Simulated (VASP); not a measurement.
Here is the system:

```
CELL_PARAMETERS angstrom
      0.00000     2.94963     2.94963
      2.94963     0.00000     2.94963
      2.94963     2.94963     0.00000
ATOMIC_POSITIONS crystal
  Pb 0.00000 0.00000 0.00000
  S  0.50000 0.50000 0.50000
```

Calculation: PBEsol GGA, VASP's PBE PAW potentials (set 64) (plane waves; VASP 6.6.1). Run with PREC = Normal, EDIFF = 1E-5, 400 eV cut-off, 9×9×9 Γ-centred mesh, Gaussian smearing of 0.050 eV, potentials Pb_d S.

### Question
Estimate the energy per atom (σ→0).

### Answer

* **energy per atom (σ→0)**: -4729 meV/atom

Total energies compare only between runs with the same potentials, cut-off and functional.

The compound is PbS in the rock salt structure. It was relaxed first.
